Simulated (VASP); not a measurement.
Level of theory: PBE GGA with D4 dispersion, VASP's PBE PAW potentials (set 64) (plane waves; VASP).

VASP input:

### KPOINTS
```
Automatic
0
gamma
 7 7 7
```

File POSCAR:
```
SrTe
1.0
  0.0000000000   3.2486108786   3.2486108786
  3.2486108786   0.0000000000   3.2486108786
  3.2486108786   3.2486108786   0.0000000000
Sr Te
1 1
Cart
  0.0000000000   0.0000000000   0.0000000000
  3.2486108786   3.2486108786   3.2486108786
```

INCAR:
```
# general
SYSTEM  = SrTe
PREC    = Accurate
ENCUT   = 520   # plane-wave cut-off (eV)
LREAL   = .FALSE.   # projection in real space or not
LASPH   = .TRUE.   # aspherical one-centre terms

# electronic loop
EDIFF   = 1E-7
NELM    = 100
ALGO    = Normal   # blocked Davidson
LMAXMIX = 4

# smearing
ISMEAR  = 0
SIGMA   = 0.05   # width (eV)

# functional
GGA     = PE   # PBE
IVDW    = 13   # D4

# ions
ISIF    = 2   # forces and stress, cell fixed

# output
LWAVE   = .FALSE.
LCHARG  = .FALSE.
```

POTCAR, in this order: Sr_sv Te (PBE.64 set). Program: vasp_std.

### Question
What will the output report for the number of irreducible k-points (NKPTS), largest plane-wave count, number of space-group operations, FFT grid (NGX, NGY, NGZ)?

### Answer

The number of irreducible k-points (NKPTS) comes out as 20 and the largest plane-wave count is 1868. The number of space-group operations is 48 and the FFT grid (NGX, NGY, NGZ) comes out as 36 × 36 × 36.

The compound is SrTe in the rock salt structure. This cell is one point of a volume scan, at 0.94 of the reference volume.
